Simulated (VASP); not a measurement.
A convergence study with VASP on SiC (wurtzite): a few settings are varied, all else stays as given below, so the limit is that of these other settings.

```
CELL_PARAMETERS angstrom
      1.54000    -2.66736     0.00000
      1.54000     2.66736     0.00000
      0.00000     0.00000     5.05000
ATOMIC_POSITIONS crystal
  Si 0.66667 0.33333 0.50000
  Si 0.33333 0.66667 0.00000
  C  0.66667 0.33333 0.87500
  C  0.33333 0.66667 0.37500
```

Computed with PBE GGA, VASP's PBE PAW potentials (set 64) (plane waves; VASP 6.6.1). The last row used: 700 eV cut-off, 15×15×8 Γ-centred mesh, second-order Methfessel-Paxton smearing of 0.40 eV, potentials Si C.

```tsv
setting	E (eV/atom)	pressure (GPa)	irreducible k-points
ISMEAR = -1, SIGMA = 0.01, 4×4×2 mesh	-7.4973	2.76	8
ISMEAR = -1, SIGMA = 0.1, 4×4×2 mesh	-7.4973	2.76	8
ISMEAR = 0, SIGMA = 0.01, 4×4×2 mesh	-7.4973	2.76	8
ISMEAR = 0, SIGMA = 0.2, 4×4×2 mesh	-7.4973	2.76	8
ISMEAR = 1, SIGMA = 0.05, 4×4×2 mesh	-7.4973	2.76	8
ISMEAR = 1, SIGMA = 0.2, 4×4×2 mesh	-7.4972	2.76	8
ISMEAR = 2, SIGMA = 0.05, 4×4×2 mesh	-7.4973	2.76	8
ISMEAR = 2, SIGMA = 0.2, 4×4×2 mesh	-7.4972	2.76	8
ISMEAR = -1, SIGMA = 0.01, 9×9×5 mesh	-7.5285	2.50	36
ISMEAR = -1, SIGMA = 0.2, 9×9×5 mesh	-7.5284	2.50	36
ISMEAR = 0, SIGMA = 0.01, 9×9×5 mesh	-7.5285	2.50	36
ISMEAR = 0, SIGMA = 0.4, 9×9×5 mesh	-7.5285	2.50	36
ISMEAR = 1, SIGMA = 0.05, 9×9×5 mesh	-7.5285	2.50	36
ISMEAR = 1, SIGMA = 0.4, 9×9×5 mesh	-7.5284	2.49	36
ISMEAR = 2, SIGMA = 0.05, 9×9×5 mesh	-7.5285	2.50	36
ISMEAR = 2, SIGMA = 0.4, 9×9×5 mesh	-7.5284	2.50	36
ISMEAR = -1, SIGMA = 0.05, 15×15×8 mesh	-7.5286	2.50	135
ISMEAR = -1, SIGMA = 0.2, 15×15×8 mesh	-7.5285	2.50	135
ISMEAR = 0, SIGMA = 0.1, 15×15×8 mesh	-7.5286	2.50	135
ISMEAR = 0, SIGMA = 0.4, 15×15×8 mesh	-7.5286	2.50	135
ISMEAR = 1, SIGMA = 0.1, 15×15×8 mesh	-7.5286	2.50	135
ISMEAR = 1, SIGMA = 0.4, 15×15×8 mesh	-7.5285	2.49	135
ISMEAR = 2, SIGMA = 0.1, 15×15×8 mesh	-7.5286	2.50	135
ISMEAR = 2, SIGMA = 0.4, 15×15×8 mesh	-7.5285	2.50	135
```

Left out are rungs that failed or repeat a setting and relaxations that didn't move; long series are thinned to 24 rows.

The compound is SiC in the wurtzite structure, the rare 2H polytype. The cell was not relaxed at this level.
